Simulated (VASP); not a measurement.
OSZICAR of a VASP run on TiCo (CsCl type):

**OSZICAR**
```
       N       E                     dE             d eps       ncg     rms          rms(c)
DAV:   1     0.157845627573E+03    0.15785E+03   -0.10436E+04  1568   0.187E+03
DAV:   2    -0.346324499517E+01   -0.16131E+03   -0.15858E+03  1592   0.410E+02
DAV:   3    -0.129818147402E+02   -0.95186E+01   -0.94316E+01  2540   0.109E+02
DAV:   4    -0.132620307634E+02   -0.28022E+00   -0.27906E+00  1896   0.152E+01
DAV:   5    -0.132720369234E+02   -0.10006E-01   -0.10005E-01  2288   0.265E+00    0.132E+01
DAV:   6    -0.111908274627E+02    0.20812E+01   -0.14179E+01  2014   0.572E+01    0.634E+00
DAV:   7    -0.141096453475E+02   -0.29188E+01   -0.31256E+01  2628   0.520E+01    0.252E+01
DAV:   8    -0.107674454595E+02    0.33422E+01   -0.20298E+01  2392   0.423E+01    0.158E+00
DAV:   9    -0.108014094674E+02   -0.33964E-01   -0.33205E-01  2062   0.553E+00    0.186E+00
DAV:  10    -0.107876371729E+02    0.13772E-01   -0.81155E-02  2254   0.358E+00    0.557E-01
DAV:  11    -0.107852911111E+02    0.23461E-02   -0.74812E-03  2068   0.974E-01    0.333E-01
DAV:  12    -0.107844879245E+02    0.80319E-03   -0.28775E-03  2252   0.480E-01    0.867E-02
DAV:  13    -0.107844119149E+02    0.76010E-04   -0.24327E-04  2100   0.140E-01    0.397E-02
DAV:  14    -0.107844021922E+02    0.97228E-05   -0.69020E-05  2416   0.750E-02    0.744E-03
DAV:  15    -0.107844020112E+02    0.18098E-06   -0.42490E-06  1646   0.282E-02
   1 F= -.10784402E+02 E0= -.10784496E+02  d E =-.107844E+02
       N       E                     dE             d eps       ncg     rms          rms(c)
DAV:   1    -0.146431880737E+02   -0.38588E+01   -0.83046E+01  1634   0.138E+02    0.187E+01
DAV:   2    -0.183093538446E+02   -0.36662E+01   -0.74335E+01  1830   0.126E+02    0.233E+01
DAV:   3    -0.108852465340E+02    0.74241E+01   -0.34332E+01  2240   0.824E+01    0.610E+00
DAV:   4    -0.107024870418E+02    0.18276E+00   -0.23611E+00  2116   0.153E+01    0.214E+00
DAV:   5    -0.107248575067E+02   -0.22370E-01   -0.37101E-01  2366   0.705E+00    0.203E+00
DAV:   6    -0.107453385754E+02   -0.20481E-01   -0.11271E-01  2396   0.351E+00    0.933E-01
DAV:   7    -0.107687788511E+02   -0.23440E-01   -0.56114E-02  2294   0.167E+00    0.116E-01
DAV:   8    -0.107695741992E+02   -0.79535E-03   -0.68701E-03  1970   0.602E-01    0.127E-01
DAV:   9    -0.107699327352E+02   -0.35854E-03   -0.83244E-04  1648   0.285E-01    0.618E-02
DAV:  10    -0.107699230889E+02    0.96463E-05   -0.24295E-04  2254   0.127E-01    0.253E-02
DAV:  11    -0.107699206571E+02    0.24319E-05   -0.13267E-05  2040   0.361E-02    0.944E-03
DAV:  12    -0.107699203483E+02    0.30878E-06   -0.22674E-06  1328   0.175E-02
   2 F= -.10769920E+02 E0= -.10770270E+02  d E =0.144817E-01
       N       E                     dE             d eps       ncg     rms          rms(c)
DAV:   1    -0.119248447629E+02   -0.11549E+01   -0.23998E+01  1688   0.810E+01    0.946E+00
DAV:   2    -0.144706175761E+02   -0.25458E+01   -0.32097E+01  2436   0.664E+01    0.249E+01
DAV:   3    -0.108381439636E+02    0.36325E+01   -0.27064E+01  2358   0.514E+01    0.248E+00
DAV:   4    -0.108361698119E+02    0.19742E-02   -0.37711E-01  1670   0.524E+00    0.199E+00
DAV:   5    -0.108267800757E+02    0.93897E-02   -0.11021E-01  2316   0.280E+00    0.124E+00
DAV:   6    -0.108273558176E+02   -0.57574E-03   -0.32268E-03  1808   0.606E-01    0.111E+00
DAV:   7    -0.108282074109E+02   -0.85159E-03   -0.53931E-02  2278   0.233E+00    0.138E-01
DAV:   8    -0.108283114869E+02   -0.10408E-03   -0.25922E-03  1898   0.618E-01    0.148E-01
DAV:   9    -0.108283309992E+02   -0.19512E-04   -0.51972E-04  1992   0.285E-01    0.260E-02
DAV:  10    -0.108283315744E+02   -0.57520E-06   -0.59767E-05  2380   0.562E-02    0.106E-02
DAV:  11    -0.108283309139E+02    0.66048E-06   -0.94643E-06  1982   0.359E-02
   3 F= -.10828331E+02 E0= -.10828549E+02  d E =-.439289E-01
```

Task: Which electronic solver shows in the log?

Result: It is blocked Davidson (ALGO = Normal, or the opening steps of other solvers). The INCAR had ALGO = Normal.

Task: How was spin treated?

Result: Without spin polarisation: there is no mag entry.

Task: Can the final energy be trusted as converged?

Result: Self-consistency was reached. It stopped with EDIFF = 1E-6, NELM = 100, NSW = 60 and EDIFFG = -0.01 after 3 ionic steps (vdW-DF-cx, plane waves, VASP's PBE PAW potentials (set 64)). Energy and stress use the plane-wave basis of the starting cell.

The compound is TiCo in the CsCl type structure. This run relaxes it. Symmetry was kept, so distortions that lower it aren't found. The run is not spin-polarised, so no magnetic state was tried. The electron count is odd and the run is not spin-polarised, which forces a metal.
